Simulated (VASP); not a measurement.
Computed with PBE GGA, VASP's PBE PAW potentials (set 64) (plane waves; VASP 6.6.1).

A VASP calculation is set up with these files.

### KPOINTS_OPT
```
k-points along high-symmetry lines
8
Line-mode
Reciprocal
  0.000000   0.000000   0.000000 ! GAMMA
  0.000000   0.500000   0.000000 ! X

  0.000000   0.000000   0.500000 ! Y
  0.000000   0.000000   0.000000 ! GAMMA

  0.000000   0.000000   0.000000 ! GAMMA
  0.500000   0.000000   0.000000 ! Z

  0.500000   0.500000   0.500000 ! R
  0.000000   0.000000   0.000000 ! GAMMA

  0.000000   0.000000   0.000000 ! GAMMA
  0.500000   0.000000   0.500000 ! T

  0.500000   0.500000   0.000000 ! U
  0.000000   0.000000   0.000000 ! GAMMA

  0.000000   0.000000   0.000000 ! GAMMA
  0.000000   0.500000   0.500000 ! V
```

INCAR:
```
SYSTEM = CsI
PREC = Accurate
ENCUT = 300
EDIFF = 1E-6
NELM = 100
ALGO = Normal
LREAL = .FALSE.
LASPH = .TRUE.
ISMEAR = -1
SIGMA = 0.02
GGA = PE
LMAXMIX = 4
LWAVE = .FALSE.
LCHARG = .FALSE.
ISIF = 2
```

File KPOINTS:
```
Automatic mesh
0
Gamma
 4 4 4
```

### POSCAR
```
CsI
1
    4.5700000000     0.0000000000     0.0000000000
    0.0000000000     4.5700000000     0.0000000000
    0.0000000000     0.0000000000     4.5700000000
Cs I
1 1
Direct
  0.0027430000   0.0001390000   0.0077690000
  0.4972570000   0.4998610000   0.4922310000
```

POTCAR, in this order: Cs_sv I (PBE.64 set). Program: vasp_std.

**Question.** What will the output report for the number of irreducible k-points (NKPTS), largest plane-wave count, number of space-group operations, FFT grid (NGX, NGY, NGZ)?

**Answer.** 
The number of irreducible k-points (NKPTS) comes out as 36, the largest plane-wave count is 1141 and the number of space-group operations is 1. The FFT grid (NGX, NGY, NGZ) is 28 × 28 × 28.

The structure is a typed CsI crystal. The cell was not relaxed at this level, atoms are displaced from their ideal sites.
